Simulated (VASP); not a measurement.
CsPbBr3:

```
Cs Pb Br
1.0
     5.87000    0.00000    0.00000
     0.00000    5.87000    0.00000
     0.00000    0.00000    5.87000
Cs Pb Br
1 1 3
Direct
  0.50000 0.50000 0.50000
  0.00000 0.00000 0.00000
  0.50000 0.00000 0.00000
  0.00000 0.50000 0.00000
  0.00000 0.00000 0.50000
```

The cell was built by a generator and needn't be a form met in nature.

- Program: VASP 6.6.1
- Task: relaxation of cell and atoms
- Functional: LDA
- Potentials or basis: VASP PAW LDA potentials, release 64 (Cs_sv, Pb_d, Br)
- Cutoff: 600 eV
- k mesh: 6 × 6 × 6
- Occupations: gaussian, width 0.01 eV
- Spin: no spin polarisation

At the start: pressure -1.1 GPa; volume 40.45 Å³/atom.

**Question.** How do energy, volume and symmetry change on relaxing?

**Answer.** Over 3 steps the energy falls by 7.0 meV/atom and the volume is 38.55 Å³/atom (-4.7 %); space group Pm-3m (No. 221, to 0.05 Å).

The path:
```csv
step,energy change (eV),largest force (eV/Å),pressure (GPa),volume (Å³)
1,0.0000,0.0000,-1.11,202.26
2,-0.0338,0.0000,-0.20,194.19
3,-0.0348,0.0000,-0.02,192.73
```

Final structure:
```xyz
5
Lattice="5.7763 0.0000 0.0000 0.0000 5.7763 0.0000 0.0000 0.0000 5.7763" Properties=species:S:1:pos:R:3 pbc="T T T"
Cs    2.8882    2.8882    2.8882
Pb    0.0000    0.0000    0.0000
Br    2.8882    0.0000    0.0000
Br    0.0000    2.8882    0.0000
Br    0.0000    0.0000    2.8882
```
